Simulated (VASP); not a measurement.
Calculation: PBEsol GGA, VASP's PBE PAW potentials (set 64) (plane waves; VASP).

A VASP calculation is set up with these files.

**POSCAR**
```
YTe
1.0
  0.0000000000   3.5424000000   3.5424000000
  3.5424000000   0.0000000000   3.5424000000
  3.5424000000   3.5424000000   0.0000000000
Y Te
1 1
Cartesian
  0.0000000000   0.0000000000   0.0000000000
  3.5424000000   3.5424000000   3.5424000000
```

**KPOINTS**
```
Automatic mesh
0
Gamma
8 8 8
0 0 0
```

INCAR:
```
! general
SYSTEM   =  YTe
PREC     =  Accurate
ENCUT    =  400
LREAL    =  .FALSE.
LASPH    =  .TRUE.

! electronic loop
EDIFF    =  1E-6
NELM     =  100
ALGO     =  Normal
LMAXMIX  =  4

! smearing
ISMEAR   =  1
SIGMA    =  0.1

! functional
GGA      =  PS

! ions
IBRION   =  2
NSW      =  60
ISIF     =  3
EDIFFG   =  -0.01

! output
LWAVE    =  .FALSE.
LCHARG   =  .FALSE.
```

POTCAR, in this order: Y_sv Te (PBE.64 set). Program: vasp_std.

Question: What will the output report for the number of irreducible k-points (NKPTS), number of bands (NBANDS), largest plane-wave count, number of space-group operations, FFT grid (NGX, NGY, NGZ)?

Answer: 
```
Item                                           Value
--------------------------------------  ------------
number of irreducible k-points (NKPTS)            29
number of bands (NBANDS)                          12
largest plane-wave count                        1639
number of space-group operations                  48
FFT grid (NGX, NGY, NGZ)                36 × 36 × 36
```

The structure was generated: YTe was put into the rock salt type (Fm-3m), which need not be its known phase. This run relaxes it. Symmetry was kept, so distortions that lower it aren't found. The electron count is odd and the run is not spin-polarised, which forces a metal. VASP warned that the highest band is occupied, so more bands are needed.
